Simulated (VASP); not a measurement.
OSZICAR of a VASP run on Ba (bcc):

### OSZICAR
```
       N       E                     dE             d eps       ncg     rms          rms(c)
DAV:   1     0.421223961294E+02    0.42122E+02   -0.34863E+03   646   0.667E+02
DAV:   2    -0.235301068201E+00   -0.42358E+02   -0.41692E+02   751   0.132E+02
DAV:   3    -0.187184610473E+01   -0.16365E+01   -0.16307E+01   823   0.279E+01
DAV:   4    -0.190612244639E+01   -0.34276E-01   -0.34220E-01  1004   0.348E+00
DAV:   5    -0.190629978675E+01   -0.17734E-03   -0.17727E-03   894   0.167E-01    0.162E+00
DAV:   6    -0.190608614103E+01    0.21365E-03   -0.24962E-03   831   0.577E-01    0.969E-01
DAV:   7    -0.190664068596E+01   -0.55454E-03   -0.59070E-03   716   0.905E-01    0.413E-02
DAV:   8    -0.190681902125E+01   -0.17834E-03   -0.35323E-04  1009   0.121E-01    0.274E-02
DAV:   9    -0.190682802174E+01   -0.90005E-05   -0.79912E-06   853   0.279E-02    0.854E-03
DAV:  10    -0.190682945726E+01   -0.14355E-05   -0.51911E-06   809   0.168E-02    0.164E-03
DAV:  11    -0.190682884232E+01    0.61494E-06   -0.37853E-07   415   0.629E-03
   1 F= -.19068288E+01 E0= -.19062361E+01  d E =-.177813E-02
```

Problem. Which electronic solver shows in the log?

Solution. It is blocked Davidson (ALGO = Normal, or the opening steps of other solvers). The INCAR had ALGO = Normal.

Problem. Can the final energy be trusted as converged?

Solution. The calculation finished and met its thresholds. It stopped with EDIFF = 1E-6, NELM = 100 (PBE GGA, plane waves, VASP's PBE PAW potentials (set 64)).

The compound is Ba in the bcc structure. The cell was not relaxed at this level. The run is one of a series of settings (ENCUT = 350 against the base run), some of them coarse on purpose.
